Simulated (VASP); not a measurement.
Data:

```xyz
4
Lattice="-1.7881 1.7881 3.5987 1.7881 -1.7881 3.5987 1.7881 1.7881 -3.5987" Properties=species:S:1:pos:R:3 pbc="T T T"
Si     0.0000     0.0000     0.0000
Cu     0.0000     1.7881     1.7994
Cu     1.7881     0.0000     1.7994
Cu     0.0000     0.0000     3.5987
```

The numbers are results of PBEsol GGA, VASP's PBE PAW potentials (set 64) (plane waves; VASP), not measurements. Run with 400 eV cut-off, Gaussian smearing of 0.050 eV, potentials Si Cu.

**Question.** Give the energies of bands 8 to 21 at the high-symmetry points, in eV from the Fermi level.

**Answer.** 
| band | Γ | X | P | N | M | S | R |
|---|---|---|---|---|---|---|---|
| 8 | -4.16 | -4.14 | -3.98 | -3.99 | -3.84 | -4.20 | -4.26 |
| 9 | -4.16 | -3.93 | -3.91 | -3.94 | -3.79 | -3.75 | -3.95 |
| 10 | -3.51 | -3.83 | -3.91 | -3.91 | -3.40 | -3.69 | -3.82 |
| 11 | -3.18 | -3.54 | -3.82 | -3.85 | -3.40 | -3.58 | -3.67 |
| 12 | -3.12 | -3.38 | -3.33 | -3.36 | -3.09 | -3.51 | -3.50 |
| 13 | -3.01 | -3.17 | -3.33 | -3.32 | -2.77 | -3.40 | -3.35 |
| 14 | -3.01 | -3.16 | -3.27 | -3.30 | -2.67 | -3.13 | -3.17 |
| 15 | -2.76 | -3.12 | -3.16 | -3.24 | -2.67 | -3.11 | -2.83 |
| 16 | -2.30 | -2.91 | -2.83 | -2.67 | -2.59 | -2.69 | -2.80 |
| 17 | -1.73 | -2.78 | -2.75 | -2.49 | -2.30 | -2.49 | -2.73 |
| 18 | 1.83 | -2.58 | -1.96 | -0.87 | -1.71 | -2.43 | -2.59 |
| 19 | 1.83 | -1.64 | -1.96 | -0.07 | -1.71 | 1.12 | -1.62 |
| 20 | 2.45 | 0.12 | 1.95 | 2.84 | 3.22 | 4.07 | 1.46 |
| 21 | 3.67 | 1.54 | 2.38 | 4.17 | 4.15 | 4.13 | 2.98 |

It has no gap at this level: it comes out as a metal or semimetal.

The structure comes from a computed database's Cu3Si entry (I4/mmm); how it stands against other phases isn't given here. It was relaxed first. The electron count is odd and the run is not spin-polarised, which forces a metal.
